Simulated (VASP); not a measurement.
All values below come from PBEsol GGA, VASP's PBE PAW potentials (set 64) (plane waves; VASP 6.6.1).

VASP ran on this input.

KPOINTS:
```
Automatic mesh
0
gamma
8 8 8
0 0 0
```

### INCAR
```
ALGO  =  Normal
EDIFF  =  1E-6
ENCUT  =  300
GGA  =  PS
ISIF  =  2
ISMEAR  =  0
LASPH  =  .True.
LCHARG  =  .False.
LMAXMIX  =  4
LREAL  =  .False.
LWAVE  =  .False.
NELM  =  100
PREC  =  Accurate
SIGMA  =  0.2
SYSTEM  =  YSe
```

**POSCAR**
```
YSe
1
    0.0000000000     2.8208170000     2.8208170000
    2.8208170000     0.0000000000     2.8208170000
    2.8208170000     2.8208170000     0.0000000000
Y Se
1 1
Direct
  0.5000000000   0.5000000000   0.5000000000
  0.0000000000   0.0000000000   0.0000000000
```

POTCAR, in this order: Y_sv Se (PBE.64 set). Program: vasp_std.

The run wrote:

File OUTCAR:
```
 ion  position               nearest neighbor table
   1  0.500  0.500  0.500-   2 2.82   2 2.82   2 2.82   2 2.82   2 2.82   2 2.82
   2  0.000  0.000  0.000-   1 2.82   1 2.82   1 2.82   1 2.82   1 2.82   1 2.82
  LATTYP: Found a face centered cubic cell.
 ALAT       =     5.6416340000
 Subroutine PRICEL returns:
 Original cell was already a primitive cell.
 Subroutine GETGRP returns: Found 48 space group operations
The static configuration has the point symmetry O_h .
The dynamic configuration has the point symmetry O_h .
 Subroutine INISYM returns: Found 48 space group operations
 Subroutine IBZKPT returns following result:
 Found     29 irreducible k-points:

 Following reciprocal coordinates:
            Coordinates               Weight
  0.000000  0.000000  0.000000      1.000000
  0.125000  0.000000  0.000000      8.000000
  0.250000  0.000000  0.000000      8.000000
  0.375000  0.000000  0.000000      8.000000
  0.500000  0.000000  0.000000      4.000000
  0.125000  0.125000  0.000000      6.000000
  0.250000  0.125000  0.000000     24.000000
  0.375000  0.125000  0.000000     24.000000
  0.500000  0.125000  0.000000     24.000000
 -0.375000  0.125000  0.000000     24.000000
 -0.250000  0.125000  0.000000     24.000000
 -0.125000  0.125000  0.000000     12.000000
  0.250000  0.250000  0.000000      6.000000
  0.375000  0.250000  0.000000     24.000000
  0.500000  0.250000  0.000000     24.000000
 -0.375000  0.250000  0.000000     24.000000
 -0.250000  0.250000  0.000000     12.000000
  0.375000  0.375000  0.000000      6.000000
  0.500000  0.375000  0.000000     24.000000
 -0.375000  0.375000  0.000000     12.000000
  0.500000  0.500000  0.000000      3.000000
  0.375000  0.250000  0.125000     24.000000
  0.500000  0.250000  0.125000     48.000000
 -0.375000  0.250000  0.125000     24.000000
  0.500000  0.375000  0.125000     24.000000
 -0.375000  0.375000  0.125000     48.000000
 -0.250000  0.375000  0.125000     24.000000
 -0.375000  0.500000  0.125000     12.000000
 -0.250000  0.500000  0.250000      6.000000
   k-points           NKPTS =     29   k-points in BZ     NKDIM =     29   number of bands    NBANDS=     12
   number of dos      NEDOS =    301   number of ions     NIONS =      2
   total plane-waves  NPLWV =  13824
   dimension x,y,z NGX =    24 NGY =   24 NGZ =   24
   dimension x,y,z NGXF=    48 NGYF=   48 NGZF=   48
   ions per type =               1   1
   PREC   = accura    normal or accurate (medium, high low for compatibility)
   ISTART =      0    job   : 0-new  1-cont  2-samecut
   ICHARG =      2    charge: 1-file 2-atom 10-const
   ISPIN  =      1    spin polarized calculation?
   LNONCOLLINEAR =      F non collinear calculations
   LSORBIT =      F    spin-orbit coupling
   INIWAV =      1    electr: 0-lowe 1-rand  2-diag
   ENCUT  =  300.0 eV  22.05 Ry    4.70 a.u.   5.63  5.63  5.63*2*pi/ulx,y,z
   NELM   =    100;   NELMIN=  2; NELMDL= -5     # of ELM steps
   EDIFF  = 0.1E-05   stopping-criterion for ELM
   LREAL  =      F    real-space projection
   NLSPLINE    = F    spline interpolate recip. space projectors
   LMAXMIX     =    4 max onsite mixed and CHGCAR
   VOSKOWN=      0    Vosko Wilk Nusair interpolation
   EDIFFG = 0.1E-04   stopping-criterion for IOM
   NSW    =      0    number of steps for IOM
   NBLOCK =      1;   KBLOCK =      1    inner block; outer block
   IBRION =     -1    ionic relax: 0-MD 1-quasi-New 2-CG
   NFREE  =      0    steps in history (QN), initial steepest desc. (CG)
   ISIF   =      2    stress and relaxation
   ISYM   =      2    0-nonsym 1-usesym 2-fastsym
   TEIN   =    0.0    initial temperature
   TEBEG  =    0.0;   TEEND  =   0.0 temperature during run
   SMASS  =  -3.00    Nose mass-parameter (am)
...
```

OSZICAR:
```
       N       E                     dE             d eps       ncg     rms          rms(c)
DAV:   1     0.419127855597E+02    0.41913E+02   -0.61748E+03   704   0.860E+02
DAV:   2    -0.116020658807E+02   -0.53515E+02   -0.51106E+02   920   0.192E+02
DAV:   3    -0.149092197127E+02   -0.33072E+01   -0.32944E+01  1124   0.377E+01
DAV:   4    -0.149864978165E+02   -0.77278E-01   -0.76932E-01   908   0.512E+00
DAV:   5    -0.149882652806E+02   -0.17675E-02   -0.17591E-02   960   0.591E-01    0.270E+01
DAV:   6    -0.144450444365E+02    0.54322E+00   -0.11556E+00   816   0.684E+00    0.188E+01
DAV:   7    -0.144002741061E+02    0.44770E-01   -0.77520E-01  1052   0.561E+00    0.427E+00
DAV:   8    -0.143797348722E+02    0.20539E-01   -0.18261E-01   812   0.287E+00    0.395E-01
DAV:   9    -0.143787357908E+02    0.99908E-03   -0.12687E-02   868   0.778E-01    0.120E-01
DAV:  10    -0.143786963439E+02    0.39447E-04   -0.48078E-04   884   0.191E-01    0.124E-01
DAV:  11    -0.143787025127E+02   -0.61687E-05   -0.61555E-05   996   0.620E-02    0.523E-02
DAV:  12    -0.143787002851E+02    0.22275E-05   -0.56034E-06   832   0.198E-02    0.169E-02
DAV:  13    -0.143786998952E+02    0.38996E-06   -0.40482E-07   560   0.619E-03
   1 F= -.14378700E+02 E0= -.14365956E+02  d E =-.254879E-01
```

File OUTCAR:
```
------------------------ aborting loop because EDIFF is reached ----------------------------------------
  FORCE on cell =-STRESS in cart. coord.  units (eV):
  Direction    XX          YY          ZZ          XY          YZ          ZX
  --------------------------------------------------------------------------------------
  Total        0.6922786      0.6922786      0.6922786      0.0000000      0.0000000     -0.0000000
  in kB       24.7079511     24.7079511     24.7079511      0.0000000      0.0000000     -0.0000000
  external PRESSURE =      24.7079511 kB  Pullay stress =       0.0000000 kB
  volume of cell :       44.89
      direct lattice vectors                 reciprocal lattice vectors
     0.000000000  2.820817000  2.820817000    -0.177253611  0.177253611  0.177253611
     2.820817000  0.000000000  2.820817000     0.177253611 -0.177253611  0.177253611
     2.820817000  2.820817000  0.000000000     0.177253611  0.177253611 -0.177253611
 POSITION                                       TOTAL-FORCE (eV/Angst)
 -----------------------------------------------------------------------------------
      2.82082      2.82082      2.82082         0.000000      0.000000      0.000000
      0.00000      0.00000      0.00000        -0.000000      0.000000     -0.000000
 -----------------------------------------------------------------------------------
    total drift:                                0.000000     -0.000000      0.000000
  FREE ENERGIE OF THE ION-ELECTRON SYSTEM (eV)
  ---------------------------------------------------
  free  energy   TOTEN  =       -14.3786998952 eV

  energy  without entropy=      -14.3532119768  energy(sigma->0) =      -14.36595594
```
(Selected blocks of OUTCAR.)

At this cut-off the stress carries a Pulay error, which pulls relaxed volumes low.

The structure comes from a computed database's YSe entry (Fm-3m); how it stands against other phases isn't given here. The cell was not relaxed at this level, and its volume differs by -5.9 % from the start's. The electron count is odd and the run is not spin-polarised, which forces a metal.
